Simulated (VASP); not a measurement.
Computed with PBEsol GGA, VASP's PBE PAW potentials (set 64) (plane waves; VASP). Each cell was relaxed at this level, without spin-orbit coupling.

### Question
Which of these comes out without a gap?
(A) MgI2, P-3m1 (164)
(B) Mg2Sn, Fm-3m (225)
(C) B, R-3m (166)
(D) GaAs, F-43m (216)

### Answer
B, Mg2Sn, Fm-3m (225). The others have gaps of 3.52 eV (MgI2, P-3m1 (164)), 0.44 eV (GaAs, F-43m (216)), 1.32 eV (B, R-3m (166)).
